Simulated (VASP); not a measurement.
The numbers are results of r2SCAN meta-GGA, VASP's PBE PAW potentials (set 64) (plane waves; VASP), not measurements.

VASP input:

KPOINTS:
```
Automatic mesh
0
Gamma
16 16 16
0 0 0
```

### KPOINTS_OPT
```
k-points along high-symmetry lines
10
Line-mode
Reciprocal
  0.000000   0.000000   0.000000 ! GAMMA
  0.500000   0.000000   0.500000 ! X

  0.500000   0.000000   0.500000 ! X
  0.625000   0.250000   0.625000 ! U

  0.375000   0.375000   0.750000 ! K
  0.000000   0.000000   0.000000 ! GAMMA

  0.000000   0.000000   0.000000 ! GAMMA
  0.500000   0.500000   0.500000 ! L

  0.500000   0.500000   0.500000 ! L
  0.500000   0.250000   0.750000 ! W

  0.500000   0.250000   0.750000 ! W
  0.500000   0.000000   0.500000 ! X
```

**INCAR**
```
SYSTEM = Cd
PREC = Accurate; ENCUT = 400; LREAL = .FALSE.
LASPH = .TRUE.
EDIFF = 1E-7; NELM = 100; ALGO = Normal
LMAXMIX = 4; LMIXTAU = .TRUE.
ISMEAR = -5
METAGGA = R2SCAN
ISIF = 2
LWAVE = .FALSE.; LCHARG = .FALSE.; LORBIT = 11
NEDOS = 601
```

### POSCAR
```
Cd
4.4079780
  0.0000000000   0.5000000323   0.5000000323
  0.5000000323   0.0000000000   0.5000000323
  0.5000000323   0.5000000323   0.0000000000
Cd
1
Cartesian
  0.0000000000   0.0000000000   0.0000000000
```

POTCAR, in this order: Cd (PBE.64 set). Program: vasp_std.

### Question
Estimate the energy per atom (σ→0), band gap (over mesh and band path).

### Answer

The energy per atom (σ→0) is -20.070 eV/atom and the band gap (over mesh and band path) is none (metal, semimetal or under 0.01 eV).

**OSZICAR**
```
...
DAV:  18    -0.200699699894E+02    0.17803E-05   -0.26334E-07  3012   0.450E-03    0.201E-03
DAV:  19    -0.200699686487E+02    0.13408E-05   -0.22844E-07  2728   0.510E-03    0.148E-03
DAV:  20    -0.200699678410E+02    0.80766E-06   -0.58404E-08  2212   0.210E-03    0.913E-04
DAV:  21    -0.200699666980E+02    0.11431E-05   -0.96106E-08  2598   0.232E-03    0.226E-04
DAV:  22    -0.200699668282E+02   -0.13023E-06   -0.24073E-09  1458   0.504E-04    0.906E-05
DAV:  23    -0.200699669001E+02   -0.71926E-07   -0.13004E-09  1456   0.425E-04
   1 F= -.20069967E+02 E0= -.20069967E+02  d E =0.000000E+00
       N       E                     dE             ncg
```

The structure was generated: Cd was put into the fcc type (Fm-3m), which need not be its known phase. It was relaxed first.
